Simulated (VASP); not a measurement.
OSZICAR of a VASP run on KMgF$_{3}$ (cubic perovskite):

OSZICAR:
```
       N       E                     dE             d eps       ncg     rms          rms(c)
DAV:   1     0.292081467270E+03    0.29208E+03   -0.19983E+04   800   0.184E+03
DAV:   2    -0.162276664952E+02   -0.30831E+03   -0.29536E+03  1024   0.445E+02
DAV:   3    -0.287576667616E+02   -0.12530E+02   -0.12492E+02   956   0.887E+01
DAV:   4    -0.291611117526E+02   -0.40344E+00   -0.40279E+00  1364   0.140E+01
DAV:   5    -0.291632860000E+02   -0.21742E-02   -0.21741E-02   920   0.103E+00    0.906E+00
DAV:   6    -0.270563268995E+02    0.21070E+01   -0.86046E+00   916   0.250E+01    0.466E+00
DAV:   7    -0.270109067418E+02    0.45420E-01   -0.33701E-01  1056   0.399E+00    0.318E+00
DAV:   8    -0.269785346671E+02    0.32372E-01   -0.75023E-02   960   0.294E+00    0.430E-01
DAV:   9    -0.269762206601E+02    0.23140E-02   -0.18655E-02   972   0.107E+00    0.995E-02
DAV:  10    -0.269763198055E+02   -0.99145E-04   -0.13107E-03  1120   0.251E-01    0.238E-02
DAV:  11    -0.269763142464E+02    0.55591E-05   -0.22804E-05  1000   0.443E-02    0.895E-03
DAV:  12    -0.269763139998E+02    0.24665E-06   -0.21058E-06   800   0.141E-02
   1 F= -.20248726E+02 E0= -.20248726E+02  d E =-.202487E+02
       N       E                     dE             d eps       ncg     rms          rms(c)
DAV:   1    -0.293179794792E+02   -0.23417E+01   -0.61106E+01   880   0.782E+01    0.137E+01
DAV:   2    -0.266031957941E+02    0.27148E+01   -0.11469E+01   844   0.284E+01    0.305E+00
DAV:   3    -0.264412241005E+02    0.16197E+00   -0.31336E-01  1044   0.581E+00    0.133E+00
DAV:   4    -0.264175921560E+02    0.23632E-01   -0.16244E-01  1404   0.249E+00    0.102E+00
DAV:   5    -0.264205787748E+02   -0.29866E-02   -0.90849E-03  1032   0.925E-01    0.229E-01
DAV:   6    -0.264204580510E+02    0.12072E-03   -0.62454E-03  1444   0.612E-01    0.786E-02
DAV:   7    -0.264205022081E+02   -0.44157E-04   -0.22816E-04   984   0.127E-01    0.242E-02
DAV:   8    -0.264204963121E+02    0.58961E-05   -0.19545E-05   908   0.402E-02    0.452E-03
DAV:   9    -0.264204964957E+02   -0.18366E-06   -0.25779E-06   968   0.823E-03
   2 F= -.20325912E+02 E0= -.20325912E+02  d E =-.771855E-01
       N       E                     dE             d eps       ncg     rms          rms(c)
DAV:   1    -0.270060768990E+02   -0.58558E+00   -0.72198E+00   872   0.265E+01    0.453E+00
DAV:   2    -0.266900070880E+02    0.31607E+00   -0.13669E+00   852   0.966E+00    0.933E-01
DAV:   3    -0.266700276768E+02    0.19979E-01   -0.34129E-02   976   0.180E+00    0.694E-01
DAV:   4    -0.266670105336E+02    0.30171E-02   -0.18738E-02  1332   0.768E-01    0.521E-01
DAV:   5    -0.266674754052E+02   -0.46487E-03   -0.90074E-04  1048   0.293E-01    0.145E-01
DAV:   6    -0.266673163453E+02    0.15906E-03   -0.12238E-03  1464   0.260E-01    0.148E-02
DAV:   7    -0.266673183889E+02   -0.20436E-05   -0.21672E-05   944   0.368E-02    0.822E-03
DAV:   8    -0.266673185652E+02   -0.17627E-06   -0.89074E-07   560   0.985E-03
   3 F= -.20359500E+02 E0= -.20359500E+02  d E =-.110774E+00
```

Problem. Which electronic solver shows in the log?

Solution. It is blocked Davidson (ALGO = Normal, or the opening steps of other solvers). The INCAR had ALGO = Normal.

Problem. Can the final energy be trusted as converged?

Solution. The calculation finished and met its thresholds. It stopped with EDIFF = 1E-6, NELM = 100, NSW = 40 and EDIFFG = -0.02 after 3 ionic steps (LDA (Ceperley-Alder, Perdew-Zunger), plane waves, VASP's LDA PAW potentials (set 64)). Energy and stress use the plane-wave basis of the starting cell.

The compound is KMgF3 in the cubic perovskite structure. This run relaxes it under an external pressure of 20 GPa. Symmetry was kept, so distortions that lower it aren't found.
